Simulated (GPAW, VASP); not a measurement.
An input for GPAW (PBE, GPAW PAW datasets PBE (gpaw-data 1.0.1)):

```
from ase import Atoms
from ase.units import GPa
from gpaw import GPAW

atoms = Atoms(['Ga', 'Ga', 'Ga', 'Ga'],
              cell=[[2.260000, -3.830000, 0.000000],
                    [2.260000, 3.830000, 0.000000],
                    [0.000000, 0.000000, 4.530000]],
              scaled_positions=[[0.140856, 0.831819, 0.916715],
                                [0.343236, 0.668990, 0.422275],
                                [0.671264, 0.356258, 0.569359],
                                [0.844643, 0.142933, 0.091651]],
              pbc=True)

calc = GPAW(mode={'name': 'pw', 'ecut': 550},
            xc='PBE',
            kpts={'size': (4, 4, 4), 'gamma': True},
            occupations={'name': 'methfessel-paxton', 'width': 0.272, 'order': 0},
            nbands=-8,
            convergence={'forces': 0.001},
            symmetry={'symmorphic': False, 'tolerance': 0.0005},
            maxiter=120,
            txt='-')

atoms.calc = calc

energy = atoms.get_potential_energy()
print('Energy (eV):', round(energy, 6))
forces = atoms.get_forces()
print('Forces (eV/Ang):')
print(forces.round(5))
stress = atoms.get_stress()
print('Stress (GPa, Voigt):', (stress / GPa).round(4))
```

### Question
Translate it to VASP.

### Answer
One set of files that does it:

File KPOINTS:
```
Automatic
0
G
4 4 4
```

### INCAR
```
SYSTEM = Ga
PREC = Accurate
ENCUT = 300
EDIFF = 1E-6
NELM = 100
ALGO = Normal
LREAL = .FALSE.
LASPH = .TRUE.
ISMEAR = 0
SIGMA = 0.272
GGA = PE
LMAXMIX = 4
LWAVE = .FALSE.
LCHARG = .FALSE.
ISIF = 2
```

**POSCAR**
```
Ga
1
    2.2600000000    -3.8300000000     0.0000000000
    2.2600000000     3.8300000000     0.0000000000
    0.0000000000     0.0000000000     4.5300000000
Ga
4
Direct
  0.1408560000   0.8318190000   0.9167150000
  0.3432360000   0.6689900000   0.4222750000
  0.6712640000   0.3562580000   0.5693590000
  0.8446430000   0.1429330000   0.0916510000
```

POTCAR, in this order: Ga_d (PBE.64 set). Program: vasp_std.

The two runs describe the same crystal, functional and task. Each code takes its own potentials, basis and convergence tests.

The structure is a typed Ga crystal (Cmce). The cell was not relaxed at this level, atoms are displaced from their ideal sites, and it may have been scaled.
